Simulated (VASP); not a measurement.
Given:

```yaml
crystal:
  lattice:
    - [4.72306, 0.00000, 0.00000]
    - [0.00000, 4.72306, 0.00000]
    - [0.00000, 0.00000, 5.95145]
  atoms:
    - { symbol: Yb, position: [0.50000, 0.00000, 0.23680] }
    - { symbol: Yb, position: [0.00000, 0.50000, 0.76320] }
    - { symbol: Se, position: [0.00000, 0.00000, 0.00000] }
    - { symbol: Se, position: [0.50000, 0.50000, 0.00000] }
```

The numbers are results of PBE GGA, VASP's PBE PAW potentials (set 64) (plane waves; VASP), not measurements. Run with 400 eV cut-off, KSPACING 0.5 per Å, Gaussian smearing of 0.050 eV, potentials Yb_2 Se.

The 4f electrons are frozen in the core of the lanthanide potential, so 4f levels, which can set the real gap, and their magnetism are missing.

### Question
Give the force on each atom (eV/Å).

### Answer

| atom | Fx | Fy | Fz |
|---|---|---|---|
| Yb1 | 0.000 | 0.000 | -0.465 |
| Yb2 | 0.000 | 0.000 | 0.465 |
| Se3 | 0.000 | 0.000 | 0.000 |
| Se4 | 0.000 | 0.000 | 0.000 |

### Question
Give the stress tensor in GPa (positive for a compressed cell).

### Answer

```
 9.23   0.00   0.00
 0.00   9.23   0.00
 0.00   0.00  -3.44
```
The pressure is its mean diagonal, 5.01 GPa.

The structure was generated: YbSe was put into the litharge type (P4/nmm), which need not be its known phase. The cell was not relaxed at this level. The run is one of a series of settings (KGAMMA = .TRUE., KSPACING = 0.5, KPOINTS file removed against the base run), some of them coarse on purpose.
